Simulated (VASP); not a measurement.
Output of a VASP run:

OSZICAR:
```
       N       E                     dE             d eps       ncg     rms          rms(c)
DAV:   1     0.130218492563E+04    0.13022E+04   -0.58336E+04   864   0.137E+03
DAV:   2     0.138814150866E+03   -0.11634E+04   -0.11117E+04   864   0.366E+02
DAV:   3    -0.612395963067E+02   -0.20005E+03   -0.19483E+03   960   0.142E+02
DAV:   4    -0.726719316725E+02   -0.11432E+02   -0.11362E+02  1000   0.359E+01
DAV:   5    -0.728981098184E+02   -0.22618E+00   -0.22568E+00   992   0.512E+00    0.232E+01
DAV:   6    -0.685752024759E+02    0.43229E+01   -0.85822E+00  1288   0.413E+01    0.173E+01
DAV:   7    -0.692416700354E+02   -0.66647E+00   -0.16706E+01   992   0.994E+00    0.573E+00
DAV:   8    -0.687777719840E+02    0.46390E+00   -0.14042E+00  1096   0.696E+00    0.239E+00
DAV:   9    -0.687291403307E+02    0.48632E-01   -0.55684E-01  1072   0.376E+00    0.735E-01
DAV:  10    -0.687300103317E+02   -0.87000E-03   -0.27299E-02  1048   0.196E+00    0.600E-01
DAV:  11    -0.687303322334E+02   -0.32190E-03   -0.31120E-03   992   0.248E-01    0.553E-01
DAV:  12    -0.687322896792E+02   -0.19574E-02   -0.49299E-03  1128   0.629E-01    0.233E-01
DAV:  13    -0.687313779386E+02    0.91174E-03   -0.27928E-03  1120   0.511E-01    0.206E-01
DAV:  14    -0.687313250513E+02    0.52887E-04   -0.54855E-04  1024   0.101E-01    0.114E-01
DAV:  15    -0.687313284362E+02   -0.33849E-05   -0.54998E-05   992   0.390E-02    0.103E-01
DAV:  16    -0.687313267515E+02    0.16847E-05   -0.37730E-07   576   0.155E-02    0.101E-01
DAV:  17    -0.687312649413E+02    0.61810E-04   -0.16595E-04  1088   0.239E-01    0.459E-02
DAV:  18    -0.687312662372E+02   -0.12959E-05   -0.52075E-05   968   0.327E-02    0.274E-02
DAV:  19    -0.687312633322E+02    0.29050E-05   -0.11488E-06   512   0.332E-02    0.246E-02
DAV:  20    -0.687312588046E+02    0.45276E-05   -0.10427E-05  1064   0.416E-02    0.937E-03
DAV:  21    -0.687312588806E+02   -0.75986E-07   -0.46758E-06   688   0.106E-02
   1 F= -.68731259E+02 E0= -.68731259E+02  d E =-.234585E-11
```

File OUTCAR:
```
------------------------ aborting loop because EDIFF is reached ----------------------------------------
  FORCE on cell =-STRESS in cart. coord.  units (eV):
  Direction    XX          YY          ZZ          XY          YZ          ZX
  --------------------------------------------------------------------------------------
  Total        4.6531989      4.6531993      5.7218427      0.0000000      0.0000000      0.0000000
  in kB       19.0695614     19.0695632     23.4490365      0.0000000      0.0000000      0.0000000
  external PRESSURE =      20.5293870 kB  Pullay stress =       0.0000000 kB
  volume of cell :      390.95
      direct lattice vectors                 reciprocal lattice vectors
     3.807320000  0.000000000  0.000000000     0.262651944  0.151642163  0.000000000
    -1.903660000  3.297236000  0.000000000     0.000000000  0.303284327  0.000000000
     0.000000000  0.000000000 31.142400000     0.000000000  0.000000000  0.032110563
  FREE ENERGIE OF THE ION-ELECTRON SYSTEM (eV)
  ---------------------------------------------------
  free  energy   TOTEN  =       -68.7312588806 eV

  energy  without entropy=      -68.7312588806  energy(sigma->0) =      -68.73125888
```
(Selected blocks of OUTCAR.)

### POSCAR
```
ZnS
1
    3.8073200000     0.0000000000     0.0000000000
   -1.9036600000     3.2972360000     0.0000000000
    0.0000000000     0.0000000000    31.1424000000
Zn S
10 10
Direct
  0.6666670000   0.3333330000   0.2000000000
  0.3333330000   0.6666670000   0.7000000000
  0.0000000000   0.0000000000   0.8000000000
  0.0000000000   0.0000000000   0.3000000000
  0.6666670000   0.3333330000   0.9000000000
  0.3333330000   0.6666670000   0.4000000000
  0.3333330000   0.6666670000   0.1001000000
  0.6666670000   0.3333330000   0.6001000000
  0.0000000000   0.0000000000   0.0001000000
  0.0000000000   0.0000000000   0.5001000000
  0.6666670000   0.3333330000   0.2749000000
  0.3333330000   0.6666670000   0.7749000000
  0.0000000000   0.0000000000   0.0750000000
  0.0000000000   0.0000000000   0.5750000000
  0.6666670000   0.3333330000   0.6750000000
  0.3333330000   0.6666670000   0.1750000000
  0.0000000000   0.0000000000   0.8749000000
  0.0000000000   0.0000000000   0.3749000000
  0.3333330000   0.6666670000   0.4751000000
  0.6666670000   0.3333330000   0.9751000000
```

Question: Reconstruct the remaining input files.

Answer: This is not unique; one that fits is the input of the run itself, PBE GGA, plane waves, VASP's PBE PAW potentials (set 64).

File KPOINTS:
```
Automatic mesh
0
Gamma
3 3 1
0.5 0.5 0.5
```

**INCAR**
```
# general
SYSTEM   =  ZnS
PREC     =  Accurate
ENCUT    =  300
LREAL    =  Auto
LASPH    =  .TRUE.

# electronic loop
EDIFF    =  1E-6
NELM     =  100
ALGO     =  Normal
LMAXMIX  =  4

# smearing
ISMEAR   =  0
SIGMA    =  0.01

# functional
GGA      =  PE

# ions
ISIF     =  2

# output
LWAVE    =  .FALSE.
LCHARG   =  .FALSE.
```

POTCAR, in this order: Zn S (PBE.64 set). Program: vasp_std.

At this cut-off the stress carries a Pulay error, which pulls relaxed volumes low.

The structure comes from a computed database's ZnS entry; how it stands against other phases isn't given here. The cell was not relaxed at this level. The k-mesh is coarse (spacing up to 0.64 per Å, 2π included), so the numbers may not be converged in it. The run is one of a series of settings (KPOINTS 3×3×1 Γ-centred mesh shifted by (0.5, 0.5, 0.5) against the base run), some of them coarse on purpose.
